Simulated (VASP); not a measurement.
# RbYMg6 (Amm2) in VASP: notebook, part 2 of 2

VASP 6.6.1. The steps go on from the part before.

### 4 Electrostatic potential, AM05

INCAR reads:

```
PREC = Accurate
ENCUT = 520
EDIFF = 1E-6
ISMEAR = -5
SIGMA = 0.05
LREAL = False
LASPH = True
NELM = 80
ALGO = Normal
ISIF = 2
LWAVE = False
LCHARG = True
GGA = AM
LVHAR = True
```

KPOINTS reads:

```
regular mesh
0
Gamma
  5 5 5
```

POSCAR reads:

```
RbYMg6
1.0
    5.4724020000      0.0000000000      0.0000000000
    0.0000000000      3.5283340000      5.8827210000
    0.0000000000     -3.5283340000      5.8827210000
Y Rb Mg
1 1 6
Cartesian
    2.7362010000      0.0000000000      4.1103630517
    0.0000000000      0.0000000000      1.7454386170
    0.0000000000      0.0000000000      7.8276309207
    0.0000000000     -1.6600388070      4.8292903851
    0.0000000000      1.6600388070      4.8292903851
    2.7362010000      0.0000000000      9.9110200937
    2.7362010000     -1.6525375689      6.9043731561
    2.7362010000      1.6525375689      6.9043731561
```

Potentials or basis: VASP PAW PBE potentials, release 64 (Y_sv, Rb_sv, Mg).

Run with:

```console
cat potpaw_PBE.64/Y_sv/POTCAR potpaw_PBE.64/Rb_sv/POTCAR potpaw_PBE.64/Mg/POTCAR > POTCAR
mpirun -np 1 vasp_std > vasp.out
```

OUTCAR:

```text
PREC = Accurate
   ENCUT = 520
   EDIFF = 1E-6
   ISMEAR = -5
   LREAL = False
   LASPH = True
   NELM = 80
   ISIF = 2
   GGA = AM

 ion  position               nearest neighbor table
   1  0.500  0.349  0.349-   7 3.25   8 3.25   4 3.28   5 3.28   4 3.28   5 3.28   6 3.53   6 3.53
                             7 3.61   8 3.61   2 3.62   2 3.62
   2  0.000  0.148  0.148-   4 3.37   5 3.37   7 3.40   8 3.40   7 3.40   8 3.40   4 3.50   5 3.50
                             3 3.53   3 3.53   1 3.62   1 3.62   6 4.52   6 4.52
   3  0.000  0.665  0.665-   7 3.33   8 3.33   7 3.33   8 3.33   4 3.43   5 3.43   4 3.44   5 3.44
                             6 3.44   6 3.44   2 3.53   2 3.53
   4  0.000  0.175  0.646-   1 3.28   1 3.28   5 3.32   2 3.37   6 3.41   6 3.41   3 3.43   7 3.43
                             7 3.43   3 3.44   2 3.50
   5  0.000  0.646  0.175-   1 3.28   1 3.28   4 3.32   2 3.37   6 3.41   6 3.41   3 3.43   8 3.43
                             8 3.43   3 3.44   2 3.50
   6  0.500  0.842  0.842-   4 3.41   5 3.41   4 3.41   5 3.41   7 3.43   8 3.43   7 3.43   8 3.43
                             3 3.44   3 3.44   1 3.53   1 3.53   2 4.52   2 4.52
   7  0.500  0.353  0.821-   1 3.25   8 3.31   3 3.33   3 3.33   2 3.40   2 3.40   6 3.43   6 3.43
                             4 3.43   4 3.43   1 3.61
   8  0.500  0.821  0.353-   1 3.25   7 3.31   3 3.33   3 3.33   2 3.40   2 3.40   6 3.43   6 3.43
                             5 3.43   5 3.43   1 3.61

  LATTYP: Found a base centered orthorhombic cell.
 ALAT       =     7.0566680000
 B/A-ratio  =     1.6672800818
 C/A-ratio  =     0.7754937599

  Lattice vectors:

 A1 = (   0.0000000000,   3.5283340000,  -5.8827210000)
 A2 = (   0.0000000000,   3.5283340000,   5.8827210000)
 A3 = (   5.4724020000,   0.0000000000,   0.0000000000)

Analysis of symmetry for initial positions (statically):
=====================================================================
 Subroutine PRICEL returns:
 Original cell was already a primitive cell.

 Routine SETGRP: Setting up the symmetry group for a
 base centered orthorhombic supercell.

 Subroutine GETGRP returns: Found  4 space group operations
 (whereof  4 operations were pure point group operations)
 out of a pool of  8 trial point group operations.

The static configuration has the point symmetry C_2v.

Analysis of symmetry for dynamics (positions and initial velocities):
=====================================================================
 Subroutine PRICEL returns:
 Original cell was already a primitive cell.

 Routine SETGRP: Setting up the symmetry group for a
 base centered orthorhombic supercell.

 Subroutine GETGRP returns: Found  4 space group operations
 (whereof  4 operations were pure point group operations)
 out of a pool of  8 trial point group operations.

The dynamic configuration has the point symmetry C_2v.

 Subroutine INISYM returns: Found  4 space group operations
 (whereof  4 operations are pure point group operations),
 and found     1 'primitive' translations

----------------------------------------------------------------------------------------

                                     Primitive cell

  volume of cell :     227.1726

  direct lattice vectors                    reciprocal lattice vectors
     5.472402000  0.000000000  0.000000000     0.182735113  0.000000000  0.000000000
[... 82 lines left out ...]
   k-points           NKPTS =     27   k-points in BZ     NKDIM =     27   number of bands    NBANDS=     21
   number of dos      NEDOS =    301   number of ions     NIONS =      8
   total plane-waves  NPLWV = 122472
   dimension x,y,z NGX =    42 NGY =   54 NGZ =   54
   dimension x,y,z NGXF=    84 NGYF=  108 NGZF=  108
   ions per type =               1   1   6
   NGX,Y,Z   is equivalent  to a cutoff of  12.76, 13.09, 13.09 a.u.
   NGXF,Y,Z  is equivalent  to a cutoff of  25.52, 26.17, 26.17 a.u.
 SYSTEM =  unknown system
   PREC   = accura    normal or accurate (medium, high low for compatibility)
   ISTART =      0    job   : 0-new  1-cont  2-samecut
   ICHARG =      2    charge: 1-file 2-atom 10-const
   ISPIN  =      1    spin polarized calculation?
   LNONCOLLINEAR =      F non collinear calculations
   LSORBIT =      F    spin-orbit coupling
   LASPH  =      T    aspherical Exc in radial PAW
   ENCUT  =  520.0 eV  38.22 Ry    6.18 a.u.  10.18 12.75 12.75*2*pi/ulx,y,z
   NELM   =     80;   NELMIN=  2; NELMDL= -5     # of ELM steps
   EDIFF  = 0.1E-05   stopping-criterion for ELM
   LREAL  =      F    real-space projection
   EDIFFG = 0.1E-04   stopping-criterion for IOM
   NSW    =      0    number of steps for IOM
   IBRION =     -1    ionic relax: 0-MD 1-quasi-New 2-CG
   NFREE  =      0    steps in history (QN), initial steepest desc. (CG)
   ISIF   =      2    stress and relaxation
   ISYM   =      2    0-nonsym 1-usesym 2-fastsym
   POTIM  = 0.5000    time-step for ionic-motion
   TEBEG  =    0.0;   TEEND  =   0.0 temperature during run
   PSTRESS=    0.0 pullay stress
   NELECT =      32.0000    total number of electrons
   NUPDOWN=      -1.0000    fix difference up-down
   EMIN   =  10.00;   EMAX   =-10.00  energy-range for DOS
   EFERMI =   0.00;   METHOD = LEGACY
   ISMEAR =    -5;   SIGMA  =   0.05  broadening in eV -4-tet -1-fermi 0-gaus
   EFERMI_NEDOS =   21; number of points for ismear=-14 and -15
   IALGO  =     38    algorithm
   IMIX   =      4    mixing-type and parameters
     AMIX     =   0.40;   BMIX     =  1.00
     AMIX_MAG =   1.60;   BMIX_MAG =  1.00
  volume/ion in A,a.u.               =      28.40       191.63
  Fermi-wavevector in a.u.,A,eV,Ry     =   0.851804  1.609676  9.871973  0.725570
  Thomas-Fermi vector in A             =   1.967993
   LORBIT       =      0    0 simple, 1 ext, 2 COOP (PROOUT), +10 PAW based schemes
   GGA     = AM    functional components
   LHFCALC =     F    Hartree Fock is set to
   AEXX    =    0.0000 exact exchange contribution
   IVDW    =     0    specifies the selected vdW correction
   LEPSILON=     F    determine dielectric tensor
   LRPA    =     F    only Hartree local field effects (RPA)
 non-spin polarized calculation
 Fermi weights with tetrahedron method with Bloechl corrections
  energy-cutoff  :      520.00
  volume of cell :      227.17
 maximum number of plane-waves:      6137
 NGX is ok and might be reduce to    42
   NGX = 21   NGY = 25   NGZ = 25

 number of electron      32.0000000 magnetization

 Free energy of the ion-electron system (eV)
  ---------------------------------------------------
  ext. energy  EPLUGINS =         0.00000000
  ---------------------------------------------------
  free energy    TOTEN  =       -15.36113275 eV

  energy without entropy =      -15.36113275  energy(sigma->0) =      -15.36113275

 E-fermi :   2.1144     XC(G=0):  -8.3371

 val. band max:        2.1566885173   @ k =   0.0000   0.4000   0.0000
 cond. band min:       2.0868156025   @ k =   0.2000   0.2000   0.2000
 fundamental gap:     -0.0698729148
 Fermi energy:         2.1143779800

 k-point     1 :       0.0000    0.0000    0.0000
  band No.  band energies     occupation
      1     -40.9993      2.00000
      2     -25.4425      2.00000
      3     -21.0616      2.00000
      4     -21.0317      2.00000
      5     -20.9617      2.00000
      6      -9.7563      2.00000
[... 565 lines left out ...]
     20       3.4347      0.00000
     21       3.8504      0.00000

 [... further k-points ...]

------------------------ aborting loop because EDIFF is reached ----------------------------------------

  FORCE on cell =-STRESS in cart. coord.  units (eV):
  Direction    XX          YY          ZZ          XY          YZ          ZX
  --------------------------------------------------------------------------------------
  -------------------------------------------------------------------------------------
  Total       -0.9448952     -0.9740074     -1.0650883      0.0000000      0.0000000      0.0000000
  in kB       -6.6640505     -6.8693702     -7.5117353      0.0000000      0.0000000      0.0000000
  external PRESSURE =      -7.0150520 kB  Pullay stress =       0.0000000 kB

 VOLUME and BASIS-vectors are now :
 -----------------------------------------------------------------------------
  energy-cutoff  :      520.00
  volume of cell :      227.17
      direct lattice vectors                 reciprocal lattice vectors
     5.472402000  0.000000000  0.000000000     0.182735113  0.000000000  0.000000000
     0.000000000  3.528334000  5.882721000     0.000000000  0.141709940  0.084994682
     0.000000000 -3.528334000  5.882721000     0.000000000 -0.141709940  0.084994682

 POSITION                                       TOTAL-FORCE (eV/Angst)
 -----------------------------------------------------------------------------------
      2.73620      0.00000      4.11036         0.000000      0.000000      0.023430
      0.00000      0.00000      1.74544         0.000000      0.000000     -0.091373
      0.00000      0.00000      7.82763         0.000000      0.000000     -0.025659
      0.00000     -1.66004      4.82929         0.000000     -0.022035     -0.012217
      0.00000      1.66004      4.82929         0.000000      0.022035     -0.012217
      2.73620      0.00000      9.91102         0.000000      0.000000      0.064541
      2.73620     -1.65254      6.90437         0.000000      0.135084      0.026747
      2.73620      1.65254      6.90437         0.000000     -0.135084      0.026747
 -----------------------------------------------------------------------------------
    total drift:                                0.000000      0.000000      0.000338

  FREE ENERGIE OF THE ION-ELECTRON SYSTEM (eV)
  ---------------------------------------------------
  free  energy   TOTEN  =       -15.3611327505 eV

  energy  without entropy=      -15.3611327505  energy(sigma->0) =      -15.36113275
```

Run time: 97 s. Hardware: 1 thread of Intel Xeon 6975P-C (Granite Rapids), shared host; peak memory 0.44 GiB.

Results:

```yaml
Free_energy: -15.3611 eV
Pressure: -0.7 GPa
Largest_force: 0.138 eV/Å
Band_gap_on_the_k_mesh: none (metal or under the smearing width)
```

Forces in eV/Å, atoms in the order of the input:
```
Y    0.000  0.000  0.023
Rb   0.000  0.000 -0.091
Mg   0.000  0.000 -0.026
Mg   0.000 -0.022 -0.012
Mg   0.000  0.022 -0.012
Mg   0.000  0.000  0.065
Mg   0.000  0.135  0.027
Mg   0.000 -0.135  0.027
```

Levels at points of the mesh, in eV from the Fermi level:
```csv
k point,band 13,band 14,band 15,band 16,band 17,band 18,band 19,band 20
"(0.00, 0.00, 0.00)",-1.64,-1.32,-0.78,-0.45,0.07,0.40,1.02,1.67
```

Caveat: the PAW data sets were made with another functional, which shifts forces and pressure a little; tetrahedron occupations give inexact forces and stress in metals.

### 5 Single point, PBE+D3

INCAR reads:

```
PREC     = Accurate       # precision mode
ENCUT    = 500            # plane-wave cutoff, eV
EDIFF    = 1E-6           # SCF threshold, eV
ISMEAR   = -5             # smearing method
SIGMA    = 0.05           # smearing width, eV
LREAL    = F              # projectors in reciprocal space
LASPH    = T              # aspherical terms in the spheres
NELM     = 100            # most SCF steps
ALGO     = Normal         # electronic algorithm
ISIF     = 2              # what is computed and relaxed
LWAVE    = F              # write WAVECAR
LCHARG   = F              # write CHGCAR
GGA      = PE             # functional
IVDW     = 11             # dispersion correction
NBANDS   = 25             # bands
```

KPOINTS reads:

```
Automatic mesh
0
Gamma
  5 5 5
```

POSCAR reads:

```
RbYMg6
1.0
    5.4724020000      0.0000000000      0.0000000000
    0.0000000000      3.5283340000      5.8827210000
    0.0000000000     -3.5283340000      5.8827210000
Y Rb Mg
1 1 6
Direct
    0.5000000000      0.3493590000      0.3493590000
    0.0000000000      0.1483530000      0.1483530000
    0.0000000000      0.6653070000      0.6653070000
    0.0000000000      0.1752200000      0.6457080000
    0.0000000000      0.6457080000      0.1752200000
    0.5000000000      0.8423840000      0.8423840000
    0.5000000000      0.3526540000      0.8210160000
    0.5000000000      0.8210160000      0.3526540000
```

Potentials or basis: VASP PAW PBE potentials, release 64 (Y_sv, Rb_pv, Mg).

Run with:

```console
cat potpaw_PBE.64/Y_sv/POTCAR potpaw_PBE.64/Rb_pv/POTCAR potpaw_PBE.64/Mg/POTCAR > POTCAR
mpirun -np 1 vasp_std > vasp.out
```

It took 76 s on 1 thread of Intel Xeon 6975P-C (Granite Rapids), shared host; peak memory 0.44 GiB.

Results (log left out):

```yaml
Free_energy: -16.2406 eV
Pressure: -0.7 GPa
Largest_force: 0.165 eV/Å
Band_gap_on_the_k_mesh: none (metal or under the smearing width)
Dispersion_energy_per_atom: -0.214 eV
```

Forces in eV/Å, atoms in the order of the input:
```
Y    0.000  0.000  0.109
Rb   0.000  0.000 -0.149
Mg   0.000  0.000 -0.017
Mg   0.000 -0.009 -0.026
Mg   0.000  0.009 -0.026
Mg   0.000  0.000  0.069
Mg   0.000  0.163  0.020
Mg   0.000 -0.163  0.020
```

Stress tensor (GPa, compression positive):
```
-0.79  0.00  0.00
 0.00 -0.69  0.00
 0.00  0.00 -0.72
```

Levels at points of the mesh, in eV from the Fermi level:
```
           k point  band 12  band 13  band 14  band 15  band 16  band 17  band 18  band 19
(0.00, 0.00, 0.00)    -1.65    -1.33    -0.77    -0.45     0.08     0.39     1.05     1.68
```

Caveat: pairwise dispersion overbinds metals, which lowers pressure and volume; tetrahedron occupations give inexact forces and stress in metals.

### 6 Overview

| task | level | potentials or basis | cutoff (eV) | smearing | gap on the mesh (eV) | pressure (GPa) | largest force (eV/Å) |
| --- | --- | --- | --- | --- | --- | --- | --- |
| single point | LDA | VASP PAW LDA potentials, release 64 (Y_sv, Rb_pv, Mg) | 500 | gaussian 0.02 eV | none | -2.1 | 0.14 |
| electrostatic potential | AM05 | VASP PAW PBE potentials, release 64 (Y_sv, Rb_sv, Mg) | 520 | tetrahedron | none | -0.7 | 0.14 |
| single point | PBE+D3 | VASP PAW PBE potentials, release 64 (Y_sv, Rb_pv, Mg) | 500 | tetrahedron | none | -0.7 | 0.16 |

Alike in all rows: no spin polarisation; cell as given; k mesh 5 × 5 × 5.

Caveats: tetrahedron occupations give inexact forces and stress in metals (some runs); the PAW data sets were made with another functional, which shifts forces and pressure a little (some runs); pairwise dispersion overbinds metals, which lowers pressure and volume (some runs).

Absolute energies hang on the potentials; compare differences alone.
